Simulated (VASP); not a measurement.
**Si4C: single point with PBE**

Si4C:

```xyz
5
Lattice="-2.5779 2.5779 2.5779 2.5779 -2.5779 2.5779 2.5779 2.5779 -2.5779" Properties=species:S:1:pos:R:3 pbc="T T T"
Si    1.2890    1.2890    1.2890
Si   -1.2890    1.2890    1.2890
Si    1.2890    1.2890   -1.2890
Si    1.2890   -1.2890    1.2890
C     0.0000    0.0000    0.0000
```

The cell was built by a generator and needn't be a form met in nature.

The cell isn't the ideal one: species swapped into the Hg4Pt type (Im-3m, No. 229).

| Item | Value |
| --- | --- |
| Program | VASP 6.6.1 |
| Task | single point |
| Functional | PBE |
| Potentials or basis | VASP PAW PBE potentials, release 64 (Si, C) |
| Cutoff | 520 eV |
| k mesh | 10 × 10 × 10 |
| Occupations | gaussian, width 0.1 eV |
| Spin | no spin polarisation |

```json
{"Pressure": "0.0 GPa", "Band gap on the k mesh": "none (metal or under the smearing width)"}
```

Levels at points of the mesh, in eV from the Fermi level:
```
           k point  band 6  band 7  band 8  band 9  band 10  band 11  band 12  band 13  band 14  band 15
(0.00, 0.00, 0.00)   -4.32   -4.32   -4.32   -3.07    -3.07    -3.07     1.18     1.18     4.23     4.23
(0.50, 0.00, 0.00)   -6.33   -2.37   -1.44   -1.28    -0.74     1.39     1.80     1.88     2.49     2.81
(0.50, 0.50, 0.50)   -6.58   -0.30   -0.30   -0.30    -0.29    -0.29    -0.29     2.26     2.69     8.47
```

It took 38 s on 1 thread of AMD EPYC 9R45 96-Core Processor (Zen 5), with other jobs on the host, peak memory 0.19 GiB.
